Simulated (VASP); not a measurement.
Energy against volume of BN (zinc blende). Computed with PBEsol GGA, VASP's PBE PAW potentials (set 64) (plane waves; VASP). Settings: 520 eV cut-off, 12×12×12 Γ-centred mesh, Gaussian smearing of 0.050 eV, potentials B N.

| V (Å³/atom) | E (eV/atom) |
|---|---|
| 5.517 | -9.14472 |
| 5.693 | -9.16645 |
| 5.869 | -9.17346 |
| 6.045 | -9.16768 |

Fit these four points and predict the energy of the run at 6.221 Å³/atom.

A cubic in V^(−2/3), the third-order Birch-Murnaghan form, passes through the four points with V0 = 5.87 Å³/atom and B0 = 387 GPa, and gives -9.1508 eV/atom there. The run gave -9.1508 eV/atom, +0.0 meV/atom from the fit; all five points give B0 = 386 GPa.

The compound is BN in the zinc blende structure. It was relaxed first.
